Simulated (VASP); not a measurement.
Consider the following.

```
CELL_PARAMETERS angstrom
      0.00000     2.78366     2.78366
      2.78366     0.00000     2.78366
      2.78366     2.78366     0.00000
ATOMIC_POSITIONS crystal
  Al 0.00000 0.00000 0.00000
  P  0.25000 0.25000 0.25000
```

Computed with vdW-DF2, VASP's PBE PAW potentials (set 64) (plane waves; VASP 6.6.1). Settings: 520 eV cut-off, 7×7×7 Γ-centred mesh, Gaussian smearing of 0.050 eV, potentials Al P.

Estimate the energy per atom (σ→0).

```
Property                                Value
---------------------  ----------------------
energy per atom (σ→0)  -339.5 kJ/mol of atoms
```

Only differences to runs with the same potentials and settings are physical.

The compound is AlP in the zinc blende structure. It was relaxed first, which changed the volume by +6 %. The start is the result of an earlier pass.
